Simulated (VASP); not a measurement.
# YSi2 (P6/mmm) in VASP: elastic constants with LDA

Aim: the elastic constants of YSi2 with LDA.

All numbers are computed with VASP 6.6.1; they aren't measurements. Logs are shortened: lines on timing, memory, paths and dates and some standing lists are left out, and cuts for length are marked.

### Step 1. The structure

It takes space group P6/mmm (No. 191, hexagonal). The conventional cell has a = 4.075 Å, b = 4.075 Å, c = 3.990 Å, α = 90.00°, β = 90.00°, γ = 120.00°. Y (site symmetry 6/mmm) has 12 Si at 3.08 Å as nearest neighbours. Around Si (site symmetry -6m2) lie 3 Si at 2.35 Å.

The cell comes from a database or a generator and needn't be the stable form of this composition.

### Step 2. Elastic constants, LDA

The input, POSCAR:

```
YSi2
1.0
    4.0754858600      0.0000000000      0.0000000000
   -2.0377429300      3.5294742900      0.0000000000
    0.0000000000      0.0000000000      3.9901327200
Y Si
1 2
Direct
    0.0000000000      0.0000000000      0.0000000000
    0.3333333300      0.6666666700      0.5000000000
    0.6666666700      0.3333333300      0.5000000000
```

The input, INCAR.step1:

```
PREC = Accurate ; ENCUT = 600
EDIFF = 1E-8 ; ISMEAR = 0
SIGMA = 0.1 ; LREAL = F
LASPH = T ; NELM = 80
ALGO = Normal ; ISIF = 3
LWAVE = F ; LCHARG = F
GGA = CA ; IBRION = 2
NSW = 40 ; EDIFFG = -0.002
```

The input, INCAR.step2:

```
PREC = Accurate ; ENCUT = 600
EDIFF = 1E-8 ; ISMEAR = 0
SIGMA = 0.1 ; LREAL = F
LASPH = T ; NELM = 80
ALGO = Normal ; ISIF = 3
LWAVE = F ; LCHARG = F
GGA = CA ; IBRION = 6
NFREE = 2 ; POTIM = 0.015
NSW = 1
```

The input, KPOINTS:

```
Automatic mesh
0
Gamma
  12 12 10
```

Potentials or basis: VASP PAW LDA potentials, release 64 (Y_sv, Si).

On the command line:

```sh
$ cat potpaw_LDA.64/Y_sv/POTCAR potpaw_LDA.64/Si/POTCAR > POTCAR
$ cp INCAR.step1 INCAR
$ mpirun -np 1 vasp_std > vasp.out
$ cp CONTCAR POSCAR
$ cp INCAR.step2 INCAR
$ mpirun -np 1 vasp_std > vasp.out
```

OUTCAR:

```text
PREC = Accurate
   ENCUT = 600
   EDIFF = 1E-8
   ISMEAR = 0
   LREAL = F
   LASPH = T
   NELM = 80
   ISIF = 3
   GGA = CA
   IBRION = 6
   NFREE = 2
   POTIM = 0.015
   NSW = 1

 ion  position               nearest neighbor table
   1  0.000  0.000  0.000-   2 3.03   3 3.03   2 3.03   3 3.03   3 3.03   3 3.03   2 3.03   2 3.03
                             3 3.03   3 3.03   2 3.03   2 3.03
   2  0.333  0.667  0.500-   3 2.33   3 2.33   3 2.33   1 3.03   1 3.03   1 3.03   1 3.03   1 3.03
                             1 3.03
   3  0.667  0.333  0.500-   2 2.33   2 2.33   2 2.33   1 3.03   1 3.03   1 3.03   1 3.03   1 3.03
                             1 3.03

  LATTYP: Found a hexagonal cell.
 ALAT       =     4.0342585384
 C/A-ratio  =     0.9569271894

  Lattice vectors:

 A1 = (   4.0342585384,   0.0000000000,   0.0000000000)
 A2 = (  -2.0171292692,   3.4937703821,   0.0000000000)
 A3 = (   0.0000000000,   0.0000000000,   3.8604916844)

Analysis of symmetry for initial positions (statically):
=====================================================================
 Subroutine PRICEL returns:
 Original cell was already a primitive cell.

 Routine SETGRP: Setting up the symmetry group for a
 hexagonal supercell.

 Subroutine GETGRP returns: Found 24 space group operations
 (whereof 24 operations were pure point group operations)
 out of a pool of 24 trial point group operations.

The static configuration has the point symmetry D_6h.

Analysis of symmetry for dynamics (positions and initial velocities):
=====================================================================
 Subroutine PRICEL returns:
 Original cell was already a primitive cell.

 Routine SETGRP: Setting up the symmetry group for a
 hexagonal supercell.

 Subroutine GETGRP returns: Found 24 space group operations
 (whereof 24 operations were pure point group operations)
 out of a pool of 24 trial point group operations.

[... 727 lines left out ...]
      1     -34.8027      2.00000
      2     -15.1077      2.00000
      3     -14.9854      2.00000
      4     -14.9606      2.00000
      5      -3.4499      2.00000
      6       0.1076      2.00000
      7       3.5125      2.00000
      8       4.8185      2.00000
      9       5.1645      2.00000
     10       8.3762      0.00000
     11       8.8975      0.00000
     12       8.9737      0.00000
     13      10.2278      0.00000

 [... further k-points ...]
[... 5 lines left out ...]
  --------------------------------------------------------------------------------------
  -------------------------------------------------------------------------------------
  Total        0.0052137      0.0052137      0.0044475      0.0000000      0.0000000      0.0000000
  in kB        0.1535167      0.1535167      0.1309561      0.0000000      0.0000000      0.0000000
  external PRESSURE =       0.1459965 kB  Pullay stress =       0.0000000 kB
[... 18 lines left out ...]
  FREE ENERGIE OF THE ION-ELECTRON SYSTEM (eV)
  ---------------------------------------------------
  free  energy   TOTEN  =       -20.7525188800 eV

  energy  without entropy=      -20.7433252560  energy(sigma->0) =      -20.74792207

 INTERNAL STRAIN TENSORS FROM STRAINED CELLS
 ============================================

 INTERNAL STRAIN TENSOR FOR ION    1 for displacements in x,y,z  (eV/Angst):
          X           Y           Z          XY          YZ          ZX
  --------------------------------------------------------------------------------
  x     0.00000     0.00000     0.00000    -0.00000    -0.00000    -0.00000
  y     0.00000    -0.00000     0.00000     0.00000     0.00000     0.00000
  z     0.00000     0.00000     0.00000     0.00000     0.00000     0.00000

 INTERNAL STRAIN TENSORS FROM DISPLACED ATOMS
 ============================================

 INTERNAL STRAIN TENSOR FOR ION    1 for displacements in x,y,z  (eV/Angst):
          X           Y           Z          XY          YZ          ZX
  --------------------------------------------------------------------------------
  x     0.00000     0.00000     0.00000     0.00000     0.00000     0.00000
  y     0.00000     0.00000     0.00000     0.00000     0.00000     0.00000
  z     0.00000     0.00000     0.00000     0.00000     0.00000     0.00000

 INTERNAL STRAIN TENSOR FOR ION    3 for displacements in x,y,z  (eV/Angst):
          X           Y           Z          XY          YZ          ZX
  --------------------------------------------------------------------------------
  x     0.00000     0.00000     0.00000     7.16088     0.00000     0.00000
  y     7.16088    -7.16088     0.00000    -0.00000     0.00000     0.00000
  z     0.00000     0.00000     0.00000    -0.00000    -0.00000     0.00000

 Eigenvectors and eigenvalues of the dynamical matrix
 ----------------------------------------------------

   1 f  =   12.893603 THz    81.012899 2PiTHz  430.084313 cm-1    53.323635 meV
             X         Y         Z           dx          dy          dz
      0.000000  0.000000  0.000000    -0.000000    0.000000    0.000000
     -0.000000  2.329180  1.930246    -0.000000    0.707107   -0.000000
      2.017129  1.164590  1.930246     0.000000   -0.707107   -0.000000
[... 43 lines left out ...]
   9 f/i=    0.000137 THz     0.000861 2PiTHz    0.004573 cm-1     0.000567 meV
             X         Y         Z           dx          dy          dz
      0.000000  0.000000  0.000000     0.000002   -0.000001    0.782841
     -0.000000  2.329180  1.930246     0.000001   -0.000000    0.439977
      2.017129  1.164590  1.930246     0.000001   -0.000000    0.439977

--------------------------------------------------------------------------------------------------------

 ELASTIC MODULI CONTR FROM IONIC RELAXATION (kBar)
 Direction    XX          YY          ZZ          XY          YZ          ZX
 --------------------------------------------------------------------------------
 XX        -158.0704    158.0704      0.0000     -0.0000     -0.0000      0.0000
 YY         158.0704   -158.0704      0.0000      0.0000      0.0000      0.0000
 ZZ           0.0000      0.0000      0.0000      0.0000      0.0000      0.0000
 XY          -0.0000      0.0000      0.0000   -158.0704      0.0000      0.0000
 YZ          -0.0000      0.0000      0.0000      0.0000     -0.0000      0.0000
 ZX           0.0000      0.0000      0.0000      0.0000      0.0000      0.0000
 --------------------------------------------------------------------------------

 TOTAL ELASTIC MODULI (kBar)
 Direction    XX          YY          ZZ          XY          YZ          ZX
 --------------------------------------------------------------------------------
 XX        1339.3714   1201.4077    554.9734     -0.0000      0.0000      0.0000
 YY        1201.4077   1339.3714    554.9734      0.0000     -0.0000      0.0000
 ZZ         554.9734    554.9734   1404.0921      0.0000     -0.0000     -0.0000
 XY          -0.0000      0.0000      0.0000     68.9819      0.0000      0.0000
 YZ          -0.0000     -0.0000     -0.0000      0.0000    586.3621      0.0000
 ZX           0.0000     -0.0000      0.0000     -0.0000      0.0000    586.3621
 --------------------------------------------------------------------------------
```

OSZICAR.step1:

```text
N       E                     dE             d eps       ncg     rms          rms(c)
DAV:   1     0.572112802991E+02    0.57211E+02   -0.97549E+03  2964   0.147E+03
DAV:   2    -0.180233048745E+02   -0.75235E+02   -0.73544E+02  3543   0.246E+02
DAV:   3    -0.215860682464E+02   -0.35628E+01   -0.34597E+01  4679   0.386E+01
DAV:   4    -0.216910717796E+02   -0.10500E+00   -0.10486E+00  3963   0.681E+00
[... 58 lines left out ...]
DAV:   1    -0.207530535657E+02   -0.86417E-05   -0.43770E-04  3489   0.167E-01    0.198E-02
DAV:   2    -0.207530492172E+02    0.43485E-05   -0.12540E-05  3614   0.266E-02    0.894E-03
DAV:   3    -0.207530473665E+02    0.18507E-05   -0.43022E-06  3759   0.157E-02    0.202E-03
DAV:   4    -0.207530473243E+02    0.42159E-07   -0.22988E-07  3683   0.326E-03    0.126E-03
DAV:   5    -0.207530473198E+02    0.45029E-08   -0.13396E-08  2783   0.852E-04
   6 F= -.20753047E+02 E0= -.20748449E+02  d E =-.374241E-02
```

It took 28 min on 1 thread of AMD EPYC 9R45 (Zen 5), shared host; peak memory 0.75 GiB.

What came out:

```yaml
Relaxed_volume: 18.14 Å³/atom
Relaxed_cell: a = 4.034 Å, b = 4.034 Å, c = 3.860 Å, α = 90.00°, β = 90.00°, γ = 120.00°
Space_group_after_relaxing_to_0.05_Å: P6/mmm (No. 191)
Voigt_bulk_modulus: 97 GPa
Highest_phonon_frequency_at_Γ_LO-TO_splitting_left_out: 430 cm⁻¹
```

The path:
```tsv
step	energy change (eV)	largest force (eV/Å)	pressure (GPa)	volume (Å³)
1	0.0000	0.0000	-4.36	57.40
2	-0.0326	0.0000	2.56	53.18
3	-0.0421	0.0000	0.13	54.48
4	-0.0452	0.0000	0.06	54.45
5	-0.0459	0.0000	0.02	54.41
6	-0.0459	0.0000	0.01	54.41
```

Final structure:
```
Y Si
1.0
     4.03426    0.00000    0.00000
    -2.01713    3.49377    0.00000
     0.00000    0.00000    3.86049
Y Si
1 2
Cartesian
  -2.0171 3.4938 0.0000
  0.0000 2.3292 1.9302
  2.0171 1.1646 1.9302
```

Phonon frequencies in cm⁻¹ (negative: imaginary):
| q point | frequencies |
| --- | --- |
| (0.000, 0.000, 0.000) | 0 0 0 130 184 184 272 430 430 |

Elastic tensor in Voigt notation (GPa, in the Cartesian axes of the cell as first typed):
```
134 120  55   0   0   0
120 134  55   0   0   0
 55  55 140   0   0   0
  0   0   0  59   0   0
  0   0   0   0  59   0
  0   0   0   0   0   7
```

Clamped-ion elastic tensor (GPa):
```
150 104  55   0   0   0
104 150  55   0   0   0
 55  55 140   0   0   0
  0   0   0  59   0   0
  0   0   0   0  59   0
  0   0   0   0   0  23
```
